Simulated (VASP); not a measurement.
Data:

```xyz
4
Lattice="1.9621 -3.4300 0.0000 1.9621 3.4300 0.0000 0.0000 0.0000 5.0887" Properties=species:S:1:pos:R:3 pbc="T T T"
Ni     0.0000     0.0000     2.5443
Ni     0.0000     0.0000     0.0000
Sb     1.9621     1.1433     1.2722
Sb     2.0527    -1.1433     3.8165
```

Computed with PBE GGA, VASP's PBE PAW potentials (set 64) (plane waves; VASP). Settings: 400 eV cut-off, 8×8×6 Γ-centred mesh, tetrahedra with Blöchl corrections, potentials Ni Sb.

For a metal the tetrahedron method with Blöchl corrections gives inexact stress and forces.

Which forces act on the atoms, in eV/Å?

```json
[
 {"atom": "Ni1", "Fx": "0.302", "Fy": "0.033", "Fz": "-0.043"},
 {"atom": "Ni2", "Fx": "0.302", "Fy": "0.033", "Fz": "0.043"},
 {"atom": "Sb3", "Fx": "0.083", "Fy": "0.060", "Fz": "0.000"},
 {"atom": "Sb4", "Fx": "-0.688", "Fy": "-0.126", "Fz": "0.000"}
]
```

Give the stress tensor in GPa (positive for a compressed cell).

```
3.98  1.40  0.00
1.40  2.59  0.00
0.00  0.00  3.94
```
The pressure is its mean diagonal, 3.51 GPa.

The compound is NiSb in the NiAs type structure. The cell was not relaxed at this level, atoms are displaced from their ideal sites. The run is one of a series of settings (ISMEAR = -5, SIGMA removed against the base run), some of them coarse on purpose. The run is not spin-polarised, so no magnetic state was tried.
